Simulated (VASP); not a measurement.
An input for Ansatz (written as the equivalent of a VASP run, and not itself run):

Ansatz 0.2 input:
```yaml
crystal:
  lattice:
    - [0.0000000, 3.4722665, 3.4722665]
    - [3.4722665, 0.0000000, 3.4722665]
    - [3.4722665, 3.4722665, 0.0000000]
  atoms:
    - { symbol: K, position: [0.0000000, 0.0000000, 0.0000000] }
    - { symbol: I, position: [0.5000000, 0.5000000, 0.5000000] }
kpoints:
  mp_grid: { grid: [7, 7, 7] }
hamiltonian:
  xc: r2scan
  pseudopotentials: { kind: paw }
scf:
  occupations: { method: gaussian, width: 0.05 }
  max_iter: 100
output: { forces: true, stress: true, eigenvalues: true }
```

Problem. Write the VASP files for the same calculation (r2SCAN).

Solution. Several could match; the one computed here: 
INCAR:
```
# general
SYSTEM   =  KI
PREC     =  Accurate
ENCUT    =  520
LREAL    =  F   # projection in real space or not
LASPH    =  T   # aspherical one-centre terms

# electronic loop
EDIFF    =  1E-7   # SCF stop (eV)
NELM     =  100   # most electronic steps
ALGO     =  Normal
LMAXMIX  =  4   # l cut-off of mixed one-centre charges
LMIXTAU  =  T

# smearing
ISMEAR   =  0   # Gaussian
SIGMA    =  0.05   # width (eV)

# functional
METAGGA  =  R2SCAN

# ions
ISIF     =  2

# output
LWAVE    =  F
LCHARG   =  F
```

File KPOINTS:
```
kpoints
0
Gamma
  7 7 7
0 0 0
```

File POSCAR:
```
KI
6.9445330
  0.0000000000   0.4999999964   0.4999999964
  0.4999999964   0.0000000000   0.4999999964
  0.4999999964   0.4999999964   0.0000000000
K I
1 1
direct
  0.0000000000   0.0000000000   0.0000000000
  0.5000000000   0.5000000000   0.5000000000
```

POTCAR, in this order: K_sv I (PBE.64 set). Program: vasp_std.

The two are equivalent in intent, not identical: each code has its own PAW files, so the cut-off isn't converted (ENCUT is set for VASP's; basis.ecutwfc is left out, and Ansatz then takes the one that its files recommend); Ansatz stops its SCF on the density residual and VASP on the energy change (EDIFF).

The compound is KI in the rock salt structure. This cell is one point of a volume scan, at 0.94 of the reference volume.
